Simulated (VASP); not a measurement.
The input files of a VASP run:

File POSCAR:
```
P
1
    1.6764851602    -5.3600833236     0.0000000000
    1.6764851602     5.3600833236     0.0000000000
    0.0000000000     0.0000000000     4.4249731664
P
4
Direct
  0.1007901991   0.8992098009   0.9191745185
  0.3992098009   0.6007901991   0.4191745185
  0.6007901991   0.3992098009   0.5808254815
  0.8992098009   0.1007901991   0.0808254815
```

### KPOINTS
```
Automatic mesh
0
Gamma
7 7 5
0 0 0
```

### INCAR
```
ENCUT = 520   ! plane-wave cut-off (eV)
EDIFF = 1E-7   ! SCF stop (eV)
LASPH = .TRUE.   ! aspherical one-centre terms
IBRION = 2
GGA = PE   ! PBE
ISMEAR = 0   ! Gaussian
ALGO = Normal
SIGMA = 0.05   ! width (eV)
LREAL = .FALSE.
SYSTEM = P
LWAVE = .FALSE.
NELM = 100
IVDW = 11   ! D3, zero damping
ISIF = 4   ! ions and shape, fixed volume
LCHARG = .FALSE.
PREC = Accurate
EDIFFG = -0.01
NSW = 30
```

POTCAR, in this order: P (PBE.64 set). Program: vasp_std.

Task: Translate this PBE-D3 (zero damping) calculation to Quantum ESPRESSO's pw.x.

Result: One equivalent input (not run):
```
&CONTROL
  calculation = 'vc-relax'
  pseudo_dir = './pseudo'
  outdir = './out'
  tprnfor = .true.
  tstress = .true.
  nstep = 30
  forc_conv_thr = 0.00039
/
&SYSTEM
  ibrav = 0
  nat = 4
  ntyp = 1
  ecutwfc = 44
  occupations = 'smearing'
  smearing = 'gaussian'
  degauss = 0.003675
  input_dft = 'pbe'
  vdw_corr = 'grimme-d3'
  dftd3_version = 3
  dftd3_threebody = .false.
/
&ELECTRONS
  conv_thr = 7.3e-09
  electron_maxstep = 100
/
&IONS
/
&CELL
  cell_dofree = 'shape'
/
ATOMIC_SPECIES
  P 30.974 P.upf
CELL_PARAMETERS angstrom
     1.6764852   -5.3600833    0.0000000
     1.6764852    5.3600833    0.0000000
     0.0000000    0.0000000    4.4249732
ATOMIC_POSITIONS crystal
  P    0.1007902  0.8992098  0.9191745
  P    0.3992098  0.6007902  0.4191745
  P    0.6007902  0.3992098  0.5808255
  P    0.8992098  0.1007902  0.0808255
K_POINTS automatic
  7 7 5 0 0 0
```
What does not carry over: the potentials are each code's own (VASP's PAW set, PseudoDojo norm-conserving files in pw.x), so ENCUT and ecutwfc are chosen apart and not converted; conv_thr bounds pw.x's estimated SCF error, while EDIFF bounds the energy change between steps; forc_conv_thr acts on force components and is met together with etot_conv_thr.

The compound is P in the black structure. This cell is one point of a volume scan, at 1.03 of the reference volume. Symmetry was kept, so distortions that lower it aren't found.
